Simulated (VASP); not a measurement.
Crystal: MnHg.

```xyz
2
Lattice="3.2880 0.0000 0.0000 0.0000 3.2880 0.0000 0.0000 0.0000 3.3130" Properties=species:S:1:pos:R:3 pbc="T T T"
Hg    0.0000    0.0000    0.0000
Mn    1.6440    1.6440    1.6565
```

```yaml
Program: VASP 6.6.1
Task: single point
Functional: PBE
Potentials_or_basis: VASP PAW PBE potentials, release 64 (Hg, Mn_pv)
Cutoff: 520 eV
k_mesh: 8 × 8 × 8
Occupations: fermi-dirac, width 0.05 eV
Spin: collinear spin, ferromagnetic start
Starting_moments: "[0.0, 4.0] μB"
```

On this cell: pressure 2.5 GPa; largest force under 0.003 eV/Å; net moment 3.88 μB per cell; site moments Hg -0.06; Mn +3.80 μB; band gap on the k mesh none (metal or under the smearing width).

The same run follows on a disturbed copy (atoms moved at random, drawn with an rms of 0.05 Å):

```
Hg Mn
1.0
     3.28800    0.00000    0.00000
     0.00000    3.28800    0.00000
     0.00000    0.00000    3.31300
Hg Mn
1 1
Direct
  0.00066 0.98308 0.99468
  0.50187 0.50692 0.50283
```

Q: What does the disturbed cell give?

A: The energy (extrapolated to zero smearing) moves by +6.0 meV/atom; pressure 2.7 GPa; largest force 0.291 eV/Å; net moment 3.88 μB per cell; site moments Hg -0.06; Mn +3.80 μB; band gap on the k mesh none (metal or under the smearing width).

Forces in eV/Å, atoms in the order of the input:
```
Hg   0.014  0.274  0.099
Mn  -0.014 -0.274 -0.099
```

Stress tensor (GPa, compression positive):
```
2.83 0.02 0.01
0.02 2.60 0.14
0.01 0.14 2.75
```
